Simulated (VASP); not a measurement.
# NbTe under changes of volume

One of the cells (22.373 Å³/atom); the others are scaled copies at fixed shape and fractional positions:

```
Te Nb
1.0
     3.72750    0.00000    0.00000
    -1.86375    3.22811    0.00000
     0.00000    0.00000    3.71868
Te Nb
1 1
Direct
  0.66667 0.33333 0.00000
  0.00000 0.00000 0.50000
```

The cell comes from a database or a generator and needn't be the stable form of this composition.

```yaml
Program: VASP 6.6.1
Functional: PBE
Potentials_or_basis: VASP PAW PBE potentials, release 64 (Te, Nb_sv)
Cutoff: 520 eV
k_mesh: 8 × 8 × 7
Occupations: fermi-dirac, width 0.05 eV
Spin: no spin polarisation
```

| volume (Å³/atom) | energy over the lowest point (meV/atom) | pressure (GPa) |
| --- | --- | --- |
| 20.618 | 24.75 | 7.6 |
| 21.057 | 8.32 | 4.4 |
| 21.496 | 0.00 | 1.7 |
| 22.373 | 4.33 | -3.1 |
| 22.812 | 15.50 | -5.1 |
| 23.250 | ? | ? |

Problem. What does the run at 23.250 Å³/atom give?

Solution. Energy over the lowest point 31.82 meV/atom; pressure -6.8 GPa.

Worked out: A Birch-Murnaghan fit of order 3 (a polynomial in V^(-2/3)) to the other rows has its minimum at 21.78 Å³/atom with B0 = V·E''(V) = 122 GPa and B' = 4.6 at fixed shape and positions, which overstates the stiffness. It gives 31.79 meV/atom at 23.250 Å³/atom, against the run's 31.82, and -dE/dV = -6.8 GPa, against -6.8.

Energies are extrapolated to zero smearing.
